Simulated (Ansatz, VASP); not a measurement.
## ZnS (Wurtzite-2H) in two plane-wave programs

One calculation is typed for both programs; each brings its own data sets. How far apart do they land? The cell is taken from a series of runs on this material, whose earlier steps may have relaxed, scaled, displaced or heated it; both programs get it as it stands.

Method: plane waves, with VASP 6.6.1 beside it; zone-centre phonons at LDA, in Ansatz 0.2.0.

## (1) The structure

It takes space group P6_3mc (No. 186, hexagonal). Conventional cell: a = 3.602 Å, b = 3.602 Å, c = 5.954 Å, α = 90.00°, β = 90.00°, γ = 120.00°. Nearest to S lie 4 Zn at 2.21 to 2.22 Å. Nearest to Zn lie 4 S at 2.21 to 2.22 Å. Farther neighbours and most contacts between anions are not listed.

Coordinates:

```cif
data_structure
_symmetry_space_group_name_H-M 'P 1'
_symmetry_Int_Tables_number 1
_cell_length_a 3.6022
_cell_length_b 3.6022
_cell_length_c 5.9536
_cell_angle_alpha 90.000
_cell_angle_beta 90.000
_cell_angle_gamma 120.000
_cell_volume 66.90
loop_
_atom_site_label
_atom_site_type_symbol
_atom_site_fract_x
_atom_site_fract_y
_atom_site_fract_z
_atom_site_occupancy
S1 S 0.33333 0.66667 0.37844 1
S2 S 0.66667 0.33333 0.87844 1
Zn3 Zn 0.33333 0.66667 0.00656 1
Zn4 Zn 0.66667 0.33333 0.50656 1
```

## (2) VASP: zone-centre phonons, LDA

Second derivatives magnify differences that forces hide, and they need a tight electronic threshold.

Lines of VASP's logs that name or quote its potential files are left out, and so is its time.

INCAR reads:

```
SYSTEM = ZnS
PREC = Accurate
ENCUT = 500
EDIFF = 1E-08
NELM = 120
ISMEAR = 0
SIGMA = 0.01
LREAL = .FALSE.
ALGO = Normal
GGA = PW92
NBANDS = 24
LORBIT = 11
LWAVE = .FALSE.
LCHARG = .FALSE.
ISIF = 2
IBRION = 8
LEPSILON = .TRUE.
LASPH = .TRUE.
GGA_COMPAT = .FALSE.
EFERMI = MIDGAP
KPAR = 2
```

POSCAR reads:

```
ZnS
1.0
    3.6022437899      0.0000000000      0.0000000000
   -1.8011218950      3.1196346327      0.0000000000
    0.0000000000      0.0000000000      5.9536202952
S Zn
2 2
Direct
    0.3333333333      0.6666666667      0.3784410344
    0.6666666667      0.3333333333      0.8784410344
    0.3333333333      0.6666666667      0.0065589656
    0.6666666667      0.3333333333      0.5065589656
```

KPOINTS reads:

```
Automatic mesh
0
Gamma
12 12 8
0 0 0
```

PAW data sets: S and Zn (LDA family, release 64).

Launch:

```sh
$ mpirun -np 2 vasp_std
```

Numbers of over 12 decimals in the logs are rounded to 6 here.

Output:

```text
[banner, memory and clock lines left out]
running    2 mpi-ranks, on    1 nodes
 distrk:  each k-point on    1 cores,    2 groups
 distr:  one band on    1 cores,    1 groups

 POSCAR found type information on POSCAR S Zn
 POSCAR found :  2 types and       4 ions
|                                                                             |
|               ----> ADVICE to this user running VASP <----                  |
|                                                                             |
|     You enforced a specific xc type in the INCAR file but a different       |
|     [... a line on the potential file left out ...]
|     I HOPE YOU KNOW WHAT YOU ARE DOING!                                     |
|                                                                             |

 LDA part: xc-table for (Slater(with rela. corr.)+PW92), standard interpolation
 POSCAR, INCAR and KPOINTS ok, starting setup
 FFT: planning ... GRIDC
 FFT: planning ... GRID_SOFT
 FFT: planning ... GRID
 WAVECAR not read
 entering main loop
       N       E                     dE             d eps       ncg     rms          rms(c)
DAV:   1     0.238180209710E+03    0.23818E+03   -0.17292E+04  4560   0.187E+03
DAV:   2     0.400947276727E+01   -0.23417E+03   -0.22618E+03  4872   0.373E+02
DAV:   3    -0.166772461008E+02   -0.20687E+02   -0.20586E+02  5664   0.114E+02
DAV:   4    -0.170996728125E+02   -0.42243E+00   -0.42216E+00  5344   0.167E+01
DAV:   5    -0.171075210384E+02   -0.78482E-02   -0.78475E-02  5704   0.218E+00    0.134E+01
DAV:   6    -0.161821237412E+02    0.92540E+00   -0.20577E+00  6248   0.461E+01    0.983E+00
DAV:   7    -0.161773354571E+02    0.47883E-02   -0.20881E+00  4824   0.904E+00    0.365E+00
DAV:   8    -0.161486894317E+02    0.28646E-01   -0.68769E-02  5792   0.185E+00    0.117E+00
DAV:   9    -0.161444159390E+02    0.42735E-02   -0.28129E-02  6064   0.157E+00    0.306E-01
DAV:  10    -0.161444544444E+02   -0.38505E-04   -0.78067E-04  5720   0.373E-01    0.202E-01
DAV:  11    -0.161444793762E+02   -0.24932E-04   -0.50674E-05  5920   0.111E-01    0.537E-02
DAV:  12    -0.161444713481E+02    0.80282E-05   -0.39107E-05  6496   0.154E-01    0.268E-02
DAV:  13    -0.161444717741E+02   -0.42608E-06   -0.55581E-06  5392   0.201E-02    0.367E-03
DAV:  14    -0.161444719767E+02   -0.20257E-06   -0.59091E-07  6672   0.691E-03    0.812E-03
DAV:  15    -0.161444718096E+02    0.16711E-06   -0.99145E-07  6688   0.156E-02    0.136E-03
DAV:  16    -0.161444718194E+02   -0.98335E-08   -0.16158E-07  5496   0.298E-03    0.145E-03
DAV:  17    -0.161444718082E+02    0.11196E-07   -0.30916E-08  4864   0.210E-03    0.840E-04
DAV:  18    -0.161444718091E+02   -0.91586E-09   -0.12571E-08  2832   0.689E-04
   1 F= -.16144472E+02 E0= -.16144472E+02  d E =0.000000E+00
 Linear response reoptimize wavefunctions to high precision
DAV:   1    -0.161444718092E+02   -0.16826E-10   -0.91857E-10  2616   0.249E-04
 Linear response G [H, r] |phi>, progress :
  Direction:   1
       N       E                     dE             d eps       ncg     rms
RMM:   1    -0.792890767865E+02   -0.79289E+02    0.55550E+02  8906   0.102E+02
RMM:   2    -0.894369248377E+02   -0.10148E+02   -0.33887E+01  7316   0.393E+01
RMM:   3    -0.900300957641E+02   -0.59317E+00   -0.27642E+00  8138   0.109E+01
RMM:   4    -0.900625746157E+02   -0.32479E-01   -0.13145E-01  8265   0.230E+00
RMM:   5    -0.900646914915E+02   -0.21169E-02   -0.40491E-03  8343   0.612E-01
RMM:   6    -0.900652184704E+02   -0.52698E-03    0.70661E-03  8432   0.181E-01
RMM:   7    -0.900659012937E+02   -0.68282E-03    0.26485E-03  8574   0.624E-02
RMM:   8    -0.900659806795E+02   -0.79386E-04    0.30479E-03  8660   0.237E-02
RMM:   9    -0.900661562573E+02   -0.17558E-03    0.15182E-03  8486   0.100E-02
RMM:  10    -0.900661703221E+02   -0.14065E-04    0.13262E-03  6828   0.497E-03
RMM:  11    -0.900662086781E+02   -0.38356E-04    0.93086E-04  5909   0.275E-03
RMM:  12    -0.900662148552E+02   -0.61771E-05    0.86669E-04  5367   0.204E-03
RMM:  13    -0.900662232778E+02   -0.84226E-05    0.82916E-04  5027   0.172E-03
RMM:  14    -0.900662256499E+02   -0.23721E-05    0.78457E-04  4861   0.162E-03
RMM:  15    -0.900662269322E+02   -0.12823E-05    0.78282E-04  4746   0.153E-03
RMM:  16    -0.900662276088E+02   -0.67655E-06    0.82931E-04  4607   0.154E-03
RMM:  17    -0.900662283909E+02   -0.78210E-06    0.83030E-04  4536   0.150E-03
 Linear response G [H, r] |phi>, progress :
  Direction:   2
       N       E                     dE             d eps       ncg     rms
RMM:   1    -0.940453035977E+02   -0.94045E+02    0.35752E+02  8931   0.981E+01
RMM:   2    -0.101377725780E+03   -0.73324E+01   -0.24682E+01  7222   0.376E+01
RMM:   3    -0.102144277849E+03   -0.76655E+00   -0.18126E+00  8135   0.100E+01
RMM:   4    -0.102208379563E+03   -0.64102E-01    0.24177E-02  8188   0.217E+00
[...]
RMM:  11    -0.979154770746E+00   -0.52027E-05   -0.24020E-07 27031   0.706E-04    0.162E-04
RMM:  12    -0.979154613287E+00    0.15746E-06    0.20311E-07 24765   0.349E-04    0.363E-05
RMM:  13    -0.979154272998E+00    0.34029E-06   -0.52820E-08 15717   0.165E-04    0.490E-06
 change of polarisation eV/A/(eV/A) component  1 :     1.867    -0.092     0.000
 dielectric tensor                  component  1 :     6.049    -0.250     0.000
[...]
RMM:  14    -0.100978898006E+01   -0.13567E-06   -0.13455E-09  3733   0.834E-05    0.627E-06
 change of polarisation eV/A/(eV/A) component  3 :    -0.210    -0.173     1.928
 dielectric tensor                  component  3 :    -0.569    -0.467     6.215
 Linear response DOF=           4
 Linear response progress:
  Degree of freedom:   1/  4
       N       E                     dE             d eps       ncg     rms          rms(c)
RMM:   1    -0.107037340577E+00   -0.10704E+00    0.50835E-02 69525   0.215E+00
RMM:   2    -0.103337007984E+00    0.37003E-02   -0.73777E-03 42716   0.740E-01    0.199E-01
RMM:   3    -0.103851832506E+00   -0.51482E-03   -0.71948E-04 48471   0.178E-01    0.970E-02
RMM:   4    -0.104267428781E+00   -0.41560E-03   -0.11032E-04 47043   0.597E-02    0.236E-02
RMM:   5    -0.104322115020E+00   -0.54686E-04   -0.12003E-05 50021   0.162E-02    0.111E-02
RMM:   6    -0.104291196113E+00    0.30919E-04   -0.19154E-06 49768   0.585E-03    0.402E-03
RMM:   7    -0.104302514665E+00   -0.11319E-04   -0.19548E-07 47541   0.225E-03    0.114E-03
RMM:   8    -0.104300583673E+00    0.19310E-05   -0.11383E-07 49475   0.745E-04    0.839E-05
RMM:   9    -0.104299803795E+00    0.77988E-06   -0.66853E-08 49123   0.239E-04    0.590E-05
RMM:  10    -0.104299598761E+00    0.20503E-06   -0.58114E-08 51194   0.922E-05    0.151E-05
RMM:  11    -0.104299752042E+00   -0.15328E-06   -0.61707E-08 47743   0.520E-05    0.431E-06
RMM:  12    -0.104299708872E+00    0.43169E-07   -0.48727E-08 47469   0.306E-05    0.935E-07
RMM:  13    -0.104299705198E+00    0.36741E-08   -0.52858E-08 40807   0.214E-05    0.967E-07
 first order change of Fermi-energy  -0.41473E-01
 force on displaced ion       1 direction 1 : -10.288   0.000   0.000
 Born effective charge ion    1 direction 1 :  -1.690  -0.000  -0.000
 Linear response progress:
  Degree of freedom:   2/  4
       N       E                     dE             d eps       ncg     rms          rms(c)
RMM:   1    -0.131538982660E+00   -0.13154E+00    0.62013E-02 16282   0.220E+00
RMM:   2    -0.125144438682E+00    0.63945E-02   -0.97394E-03  9358   0.880E-01    0.249E-01
RMM:   3    -0.125431876953E+00   -0.28744E-03   -0.13648E-03 10934   0.227E-01    0.125E-01
RMM:   4    -0.125685659040E+00   -0.25378E-03   -0.94555E-05  9910   0.739E-02    0.401E-02
RMM:   5    -0.125722571412E+00   -0.36912E-04   -0.50750E-05 10531   0.320E-02    0.101E-02
RMM:   6    -0.125704875938E+00    0.17695E-04   -0.14248E-05 10886   0.928E-03    0.566E-03
RMM:   7    -0.125704214190E+00    0.66175E-06   -0.12346E-06 11432   0.232E-03    0.299E-03
RMM:   8    -0.125707744616E+00   -0.35304E-05   -0.83296E-07  9903   0.191E-03    0.357E-04
RMM:   9    -0.125708015443E+00   -0.27083E-06   -0.43874E-07 11513   0.528E-04    0.137E-04
RMM:  10    -0.125707863983E+00    0.15146E-06   -0.61671E-07 10999   0.210E-04    0.376E-05
RMM:  11    -0.125708031196E+00   -0.16721E-06   -0.38447E-07 10148   0.106E-04    0.224E-05
RMM:  12    -0.125707938393E+00    0.92803E-07   -0.41227E-07 11459   0.421E-05    0.537E-06
RMM:  13    -0.125707951844E+00   -0.13451E-07   -0.38259E-07 11104   0.228E-05    0.331E-06
RMM:  14    -0.125707960933E+00   -0.90884E-08   -0.40711E-07 10377   0.167E-05    0.105E-06
RMM:  15    -0.125707957287E+00    0.36459E-08   -0.40034E-07  8200   0.138E-05    0.211E-07
RMM:  16    -0.125707957084E+00    0.20315E-09   -0.41215E-07  6878   0.132E-05    0.871E-08
 first order change of Fermi-energy  -0.62384E-01
 force on displaced ion       1 direction 3 :   0.000  -0.000 -14.189
 Born effective charge ion    1 direction 3 :   0.000  -0.000  -1.798
 Linear response progress:
  Degree of freedom:   3/  4
       N       E                     dE             d eps       ncg     rms          rms(c)
RMM:   1    -0.212665670897E+00   -0.21267E+00    0.22789E-02 42856   0.207E+00
RMM:   2    -0.210133242995E+00    0.25324E-02   -0.41710E-03 42816   0.532E-01    0.159E-01
RMM:   3    -0.210039326485E+00    0.93917E-04   -0.20970E-04 50116   0.882E-02    0.917E-02
RMM:   4    -0.209898139807E+00    0.14119E-03   -0.35818E-05 50346   0.333E-02    0.690E-03
RMM:   5    -0.209899236359E+00   -0.10966E-05   -0.45690E-06 51309   0.613E-03    0.246E-03
RMM:   6    -0.209905271326E+00   -0.60350E-05   -0.13228E-07 51490   0.256E-03    0.377E-04
RMM:   7    -0.209906118465E+00   -0.84714E-06   -0.44264E-07 51741   0.770E-04    0.194E-04
RMM:   8    -0.209906650032E+00   -0.53157E-06   -0.20578E-07 50539   0.319E-04    0.433E-05
RMM:   9    -0.209906549085E+00    0.10095E-06   -0.93069E-08 51818   0.102E-04    0.259E-05
RMM:  10    -0.209906422057E+00    0.12703E-06   -0.12024E-08 50384   0.515E-05    0.376E-06
RMM:  11    -0.209906404708E+00    0.17349E-07   -0.14877E-08 51668   0.287E-05    0.108E-06
RMM:  12    -0.209906406970E+00   -0.22614E-08   -0.11234E-08 45210   0.201E-05    0.572E-07
 first order change of Fermi-energy  -0.12214E+00
 force on displaced ion       3 direction 1 :  -9.441   0.001  -0.000
 Born effective charge ion    3 direction 1 :   1.689  -0.000  -0.000
 Linear response progress:
  Degree of freedom:   4/  4
       N       E                     dE             d eps       ncg     rms          rms(c)
RMM:   1    -0.221211977685E+00   -0.22121E+00    0.20202E-02  9682   0.209E+00
RMM:   2    -0.217379698093E+00    0.38323E-02   -0.46888E-03  9703   0.570E-01    0.193E-01
RMM:   3    -0.217195748354E+00    0.18395E-03   -0.27040E-04 11241   0.108E-01    0.997E-02
RMM:   4    -0.216996462535E+00    0.19929E-03   -0.71125E-05 11157   0.520E-02    0.251E-02
RMM:   5    -0.216969623471E+00    0.26839E-04   -0.67729E-06 11539   0.175E-02    0.678E-03
RMM:   6    -0.216977077529E+00   -0.74541E-05    0.28336E-06 10846   0.545E-03    0.384E-03
RMM:   7    -0.216984705373E+00   -0.76278E-05   -0.12948E-06 10950   0.319E-03    0.107E-03
RMM:   8    -0.216985718799E+00   -0.10134E-05    0.12791E-07 11515   0.100E-03    0.239E-04
RMM:   9    -0.216985676153E+00    0.42646E-07   -0.42664E-07 11663   0.300E-04    0.923E-05
RMM:  10    -0.216985402751E+00    0.27340E-06   -0.23229E-07 11658   0.150E-04    0.339E-05
RMM:  11    -0.216985358247E+00    0.44504E-07   -0.14914E-07 11741   0.597E-05    0.967E-06
RMM:  12    -0.216985363508E+00   -0.52605E-08   -0.49925E-08 11119   0.347E-05    0.906E-06
 first order change of Fermi-energy   0.62356E-01
 force on displaced ion       3 direction 3 :  -0.000   0.000 -11.711
 Born effective charge ion    3 direction 3 :   0.000  -0.000   1.798
 Born effective charges drift removed
 Linear response finished
```

[end of part 1 of 3]

[Lines on the potential files, build, host, timing and source positions are cut from VASP's logs without a mark.]

[Logs are printed without paths, hosts, clocks, repeated set-up lines and the standing remarks that a program may print on its own settings, such as how far it seeks lower states.]

[Hosts, paths, dates, database ids (printed as entryN), source tags and the programs' standing remarks are cut or masked in the printed files.]
